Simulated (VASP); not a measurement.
Input:

```yaml
crystal:
  lattice:
    - [2.83185, 0.00000, 0.00000]
    - [0.00000, 2.83185, 0.00000]
    - [0.00000, 0.00000, 26.92087]
  atoms:
    - { symbol: Li, position: [0.00000, 0.50000, 0.31524] }
    - { symbol: Li, position: [0.50000, 0.00000, 0.38801] }
    - { symbol: Li, position: [0.00000, 0.50000, 0.46283] }
    - { symbol: Li, position: [0.50000, 0.00000, 0.53717] }
    - { symbol: Li, position: [0.00000, 0.50000, 0.61199] }
    - { symbol: Li, position: [0.50000, 0.00000, 0.68476] }
    - { symbol: F, position: [0.00000, 0.50000, 0.38856] }
    - { symbol: F, position: [0.50000, 0.00000, 0.31288] }
    - { symbol: F, position: [0.00000, 0.50000, 0.53727] }
    - { symbol: F, position: [0.50000, 0.00000, 0.46273] }
    - { symbol: F, position: [0.00000, 0.50000, 0.68712] }
    - { symbol: F, position: [0.50000, 0.00000, 0.61144] }
```

Method: PBEsol GGA, VASP's PBE PAW potentials (set 64) (plane waves; VASP). Numerical set-up: PREC = Normal, 450 eV cut-off, 7×7×1 Γ-centred mesh, Gaussian smearing of 0.050 eV, potentials Li_sv F.

**Question.** Estimate the energy per atom (σ→0).

**Answer.** 
```json
{
  "energy per atom (σ→0)": "-4.902 eV/atom"
}
```

The cell is a thin slab with vacuum, built from LiF (rock salt): (100) face.
